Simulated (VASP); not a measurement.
Calculation: PBE GGA, VASP's PBE PAW potentials (set 64) (plane waves; VASP). For the first row: Numerical set-up: 520 eV cut-off, 6×6×6 Γ-centred mesh, Gaussian smearing of 0.050 eV, potentials Mg Ge_d.

| system | energy (eV/atom) |
|---|---|
| Mg$_{2}$Ge (antifluorite) | -2.7787 |
| Mg (hcp) | -1.5013 |
| Ge (diamond) | -4.5176 |

The references are the elements' solids at the same level; no temperature or zero-point terms are added.

**Question.** What is the formation energy per atom of Mg₂Ge?

**Answer.** The references average (2×(-1.5013) + 1×(-4.5176))/3 = -2.5067 eV, so the formation energy is -2.7787 − (-2.5067) = -0.272 eV/atom.
